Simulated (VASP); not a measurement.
Set up this calculation in VASP 6.6.1, as the native input.

```
Task                   : single point
Functional             : PBE
Potentials or basis    : VASP PAW PBE potentials, release 64 (Ba_sv, Mo_sv)
Cutoff                 : 520 eV
k mesh                 : 9 × 9 × 14
Occupations            : gaussian, width 0.1 eV
Spin                   : no spin polarisation
Dipole correction      : no
Further INCAR settings : ALGO = Fast; EDIFF = 1e-07; NBANDS = 30
```

The structure of Ba3Mo lies in POSCAR:

```
Ba3Mo
1.0
    7.0378418334      0.0000000000      0.0000000000
   -3.5189209167      6.0949498155      0.0000000000
    0.0000000000      0.0000000000      3.2994099109
Ba Mo
3 1
Direct
    0.5000000000      0.0000000000      0.0000000000
    0.0000000000      0.5000000000      0.0000000000
    0.5000000000      0.5000000000      0.0000000000
    0.0000000000      0.0000000000      0.0000000000
```

The cell was built by a generator and needn't be a form met in nature.

The cell isn't the ideal one: random cell by space group and Wyckoff sites (P6/mmm, No. 191).

One way to write it, as run:

INCAR

```
ALGO     = Fast           # electronic algorithm
EDIFF    = 1E-7           # SCF threshold, eV
ENCUT    = 520            # plane-wave cutoff, eV
GGA      = PE             # functional
ISIF     = 2              # what is computed and relaxed
ISMEAR   = 0              # smearing method
LASPH    = T              # aspherical terms in the spheres
LCHARG   = F              # write CHGCAR
LREAL    = F              # projectors in reciprocal space
LWAVE    = F              # write WAVECAR
NBANDS   = 30             # bands
NELM     = 100            # most SCF steps
PREC     = Accurate       # precision mode
SIGMA    = 0.1            # smearing width, eV
```

KPOINTS

```
k-points
0
Gamma
  9 9 14
```

Potentials or basis: VASP PAW PBE potentials, release 64 (Ba_sv, Mo_sv).

Command:

```sh
$ cat potpaw_PBE.64/Ba_sv/POTCAR potpaw_PBE.64/Mo_sv/POTCAR > POTCAR
$ mpirun -np 1 vasp_std > vasp.out
```

It gave:

The pressure is 1.1 GPa and the band gap on the k mesh is none (metal or under the smearing width).

Wall time 8.6 min on 1 thread of AMD EPYC 9R45 (Zen 5) (shared host), peak memory 0.49 GiB.
